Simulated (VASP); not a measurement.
Given:

```
Cu
1.0
    0.00000     1.74722     1.74722
    1.74722     0.00000     1.74722
    1.74722     1.74722     0.00000
Cu
1
Cartesian
  0.00000   0.00000   0.00000
```

These are AM05 GGA, VASP's PBE PAW potentials (set 64) (plane waves; VASP 6.6.1) values and carry that method's errors. Numerical set-up: 520 eV cut-off, 17×17×17 Γ-centred mesh, first-order Methfessel-Paxton smearing of 0.10 eV, potentials Cu.

Task: Give the stress tensor in GPa (positive for a compressed cell).

Result: 
```
11.37   0.00   0.00
 0.00  11.37   0.00
 0.00   0.00  11.37
```
The pressure is its mean diagonal, 11.37 GPa.

The compound is Cu in the fcc structure. This cell is one point of a volume scan, at 0.94 of the reference volume.
